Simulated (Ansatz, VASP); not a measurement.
# Two plane-wave programs on GaSeS2

INCAR

```
PREC = Accurate ; ENCUT = 520
EDIFF = 1E-6 ; ISMEAR = 0
SIGMA = 0.1 ; LREAL = F
LASPH = T ; NELM = 100
ALGO = Normal ; ISIF = 2
LWAVE = F ; LCHARG = T
GGA = PE ; LELF = T
LVHAR = T ; NBANDS = 24
```

File KPOINTS:

```
Automatic mesh
0
Gamma
  4 4 4
```

File POSCAR:

```
GaSeS2
1.0
    4.1822724100      0.0000000000      0.0000000000
    0.0000000000      4.1822724100      0.0000000000
    0.0000000000      0.0000000000      5.9026991400
Ga Se S
1 1 2
Direct
    0.0000000000      0.0000000000      0.0000000000
    0.5000000000      0.5000000000      0.5000000000
    0.0000000000      0.5000000000      0.2503911900
    0.5000000000      0.0000000000      0.7496088100
```

Input for Ansatz:

```yaml
crystal:
  lattice:
    - [4.18227241, 0.0, 0.0]
    - [0.0, 4.18227241, 0.0]
    - [0.0, 0.0, 5.90269914]
  atoms:
    - { symbol: Ga, position: [0.0, 0.0, 0.0] }
    - { symbol: Se, position: [0.5, 0.5, 0.5] }
    - { symbol: S, position: [0.0, 0.5, 0.25039119] }
    - { symbol: S, position: [0.5, 0.0, 0.74960881] }
basis:
  ecutwfc: 420
kpoints:
  mp_grid: { grid: [4, 4, 4] }
hamiltonian:
  xc: pbe
scf:
  occupations: { method: gaussian, width: 0.1 }
  lower_state_search: "off"
output:
  forces: true
  stress: true
  eigenvalues: true
```

Change from the starting cell: species swapped into the AlGaP2 type (P-4m2, No. 115).

Alike in both runs: task single point; functional PBE; k mesh 4 × 4 × 4; occupations gaussian, width 0.1 eV; no spin polarisation.

```csv
,VASP,Ansatz
version,VASP 6.6.1,Ansatz 0.2.0
potentials or method,"VASP PAW PBE potentials, release 64 (Ga_d, Se, S)","scalar-relativistic, plane waves, PAW"
plane-wave cutoff (eV),520,420
valence electrons in the cell,31,41
```

```tsv
	VASP	Ansatz	Ansatz less VASP
gap on the k mesh at the Fermi level (eV)	none	none	-
pressure (GPa)	1.7	1.7	-0.02
largest component of the traceless stress (GPa)	0.57	0.57	-0.002
rms of the force components (eV/Å)	0.205	0.207	+0.0018
```

Atom by atom the forces differ by 0.002 eV/Å (rms over components). A gap of «none» marks a metal or a gap that the smearing closes. The functional is the same, so the differences come from potentials, cutoffs and numerics. The two sets of potentials don't hold the same shells in valence.

Caveats: the k mesh is coarse (spacing up to 0.38 Å⁻¹), so the values aren't converged.
